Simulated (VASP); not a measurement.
OSZICAR of a VASP run on P (black):

### OSZICAR
```
       N       E                     dE             d eps       ncg     rms          rms(c)
DAV:   1     0.249185109143E+02    0.24919E+02   -0.79248E+03  1092   0.114E+03
DAV:   2    -0.531461456876E+02   -0.78065E+02   -0.75862E+02  1360   0.172E+02
DAV:   3    -0.570459505456E+02   -0.38998E+01   -0.38790E+01  1506   0.410E+01
DAV:   4    -0.570931098417E+02   -0.47159E-01   -0.47128E-01  1280   0.507E+00
DAV:   5    -0.570940868930E+02   -0.97705E-03   -0.97601E-03  1494   0.659E-01    0.142E+01
DAV:   6    -0.401512120661E+02    0.16943E+02   -0.12017E+01  1092   0.312E+01    0.704E+00
DAV:   7    -0.391437581692E+02    0.10075E+01   -0.28791E+00  1092   0.184E+01    0.398E+00
DAV:   8    -0.391933603760E+02   -0.49602E-01   -0.27353E-01  1260   0.542E+00    0.157E+00
DAV:   9    -0.392220881250E+02   -0.28728E-01   -0.15992E-01  1176   0.495E+00    0.306E-01
DAV:  10    -0.392295863421E+02   -0.74982E-02   -0.14992E-01  1134   0.478E+00    0.298E-01
DAV:  11    -0.392487493301E+02   -0.19163E-01   -0.29145E-02  1158   0.231E+00    0.115E-01
DAV:  12    -0.392492406810E+02   -0.49135E-03   -0.39308E-03  1260   0.813E-01    0.350E-02
DAV:  13    -0.392495654765E+02   -0.32480E-03   -0.87687E-04  1260   0.405E-01    0.280E-02
DAV:  14    -0.392496018349E+02   -0.36358E-04   -0.29575E-04  1284   0.179E-01    0.197E-02
DAV:  15    -0.392495905185E+02    0.11316E-04   -0.10667E-05  1488   0.345E-02    0.164E-02
DAV:  16    -0.392495967780E+02   -0.62595E-05   -0.98135E-06  1230   0.416E-02    0.110E-02
DAV:  17    -0.392495958594E+02    0.91859E-06   -0.58807E-06  1224   0.327E-02
   1 F= -.39249596E+02 E0= -.39249596E+02  d E =-.392496E+02
       N       E                     dE             d eps       ncg     rms          rms(c)
DAV:   1    -0.392496550155E+02   -0.58237E-04   -0.59331E-03  1278   0.499E-01    0.688E-02
DAV:   2    -0.392496569795E+02   -0.19641E-05   -0.40875E-04  1368   0.169E-01    0.362E-02
DAV:   3    -0.392496519907E+02    0.49889E-05   -0.63323E-05  1272   0.800E-02    0.125E-02
DAV:   4    -0.392496481293E+02    0.38613E-05   -0.13404E-05  1362   0.331E-02    0.846E-03
DAV:   5    -0.392496469661E+02    0.11633E-05   -0.85333E-06  1200   0.366E-02    0.386E-03
DAV:   6    -0.392496459693E+02    0.99671E-06   -0.54598E-06  1158   0.295E-02
   2 F= -.39249646E+02 E0= -.39249646E+02  d E =-.501099E-04
       N       E                     dE             d eps       ncg     rms          rms(c)
DAV:   1    -0.392496621969E+02   -0.15231E-04   -0.60940E-04  1272   0.161E-01    0.225E-02
DAV:   2    -0.392496605905E+02    0.16064E-05   -0.42634E-05  1356   0.545E-02    0.116E-02
DAV:   3    -0.392496605375E+02    0.53004E-07   -0.66848E-06  1242   0.266E-02
   3 F= -.39249661E+02 E0= -.39249661E+02  d E =-.646781E-04
```

**Question.** Which electronic solver shows in the log?

**Answer.** It is blocked Davidson (ALGO = Normal, or the opening steps of other solvers). The INCAR had ALGO = Normal.

**Question.** Can the final energy be trusted as converged?

**Answer.** The calculation finished and met its thresholds. It stopped with EDIFF = 1E-6, NELM = 100, NSW = 60 and EDIFFG = -0.02 after 3 ionic steps (MS2 meta-GGA, plane waves, VASP's PBE PAW potentials (set 64)).

The compound is P in the black structure. This run relaxes it. Symmetry was kept, so distortions that lower it aren't found. The start is the result of an earlier pass.
